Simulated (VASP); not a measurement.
Computed with PBEsol GGA, VASP's PBE PAW potentials (set 64) (plane waves; VASP 6.6.1).

A VASP calculation is set up with these files.

### INCAR
```
ISMEAR  =  1
PSTRESS  =  300   # kbar
LCHARG  =  F
ISIF  =  3   # ions, shape and volume
LASPH  =  T   # aspherical one-centre terms
SYSTEM  =  ZrC
ALGO  =  Normal   # blocked Davidson
ENCUT  =  620
GGA  =  PS   # PBEsol
LREAL  =  F
PREC  =  Accurate
LWAVE  =  F
IBRION  =  2   # conjugate gradients
NELM  =  100   # most electronic steps
EDIFFG  =  -0.02   # ionic stop
NSW  =  40   # most ionic steps
EDIFF  =  1E-6
LMAXMIX  =  4   # l cut-off of mixed one-centre charges
SIGMA  =  0.1
```

**POSCAR**
```
ZrC
1
   -0.0000000000     2.2564057047     2.2564057047
    2.2564057047    -0.0000000000     2.2564057047
    2.2564057047     2.2564057047    -0.0000000000
Zr C
1 1
Direct
  0.0000000000   1.0000000000   0.0000000000
  0.5000000000   0.5000000000   0.5000000000
```

File KPOINTS:
```
K-points
0
gamma
  14 14 14
```

POTCAR, in this order: Zr_sv C (PBE.64 set). Program: vasp_std.

Question: What will the output report for the number of irreducible k-points (NKPTS), largest plane-wave count, number of space-group operations, FFT grid (NGX, NGY, NGZ)?

Answer: 
```json
{
 "number of irreducible k-points (NKPTS)": "104",
 "largest_plane_wave_count": "825",
 "number_of_space_group_operations": "48",
 "FFT grid (NGX, NGY, NGZ)": "28 × 28 × 28"
}
```

The compound is ZrC in the rock salt structure. It was relaxed first under an external pressure of 30 GPa.
